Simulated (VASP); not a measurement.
These are PW91 GGA, VASP's PBE PAW potentials (set 64) (plane waves; VASP) values and carry that method's errors.

A VASP calculation is set up with these files.

**POSCAR**
```
KF
1.0
  0.0000000000   2.7036704937   2.7036704937
  2.7036704937   0.0000000000   2.7036704937
  2.7036704937   2.7036704937   0.0000000000
K F
1 1
Cart
  0.0000000000   0.0000000000   0.0000000000
  2.7036704937   2.7036704937   2.7036704937
```

INCAR:
```
ALGO=Normal
EDIFF=1E-7
ENCUT=520
GGA=91
ISIF=2
ISMEAR=-5
LASPH=.True.
LCHARG=.True.
LORBIT=11
LREAL=.False.
LWAVE=.False.
NEDOS=601
NELM=100
PREC=Accurate
SYSTEM=KF
```

KPOINTS:
```
Regular mesh
0
Gamma
  9 9 9
```

POTCAR, in this order: K_sv F (PBE.64 set). Program: vasp_std.

**Question.** Estimate the energy per atom (σ→0), band gap (on the k-mesh).

**Answer.** 
```json
{
  "energy per atom (σ→0)": "-4.195 eV/atom",
  "band gap (on the k-mesh)": "6.05 eV"
}
```

OSZICAR:
```
...
DAV:   8    -0.838711772006E+01    0.23993E-02   -0.59946E-02   920   0.285E+00    0.228E-01
DAV:   9    -0.838891635970E+01   -0.17986E-02   -0.79570E-03  1096   0.719E-01    0.129E-01
DAV:  10    -0.838965713163E+01   -0.74077E-03   -0.14651E-03   932   0.374E-01    0.690E-02
DAV:  11    -0.838975788942E+01   -0.10076E-03   -0.64254E-04   936   0.201E-01    0.268E-02
DAV:  12    -0.838974094617E+01    0.16943E-04   -0.96658E-05  1076   0.818E-02    0.546E-03
DAV:  13    -0.838974194846E+01   -0.10023E-05   -0.59248E-06   928   0.236E-02    0.185E-03
DAV:  14    -0.838974203744E+01   -0.88976E-07   -0.19370E-07  1008   0.463E-03
   1 F= -.83897420E+01 E0= -.83897420E+01  d E =0.000000E+00
```

The compound is KF in the rock salt structure. It was relaxed first.
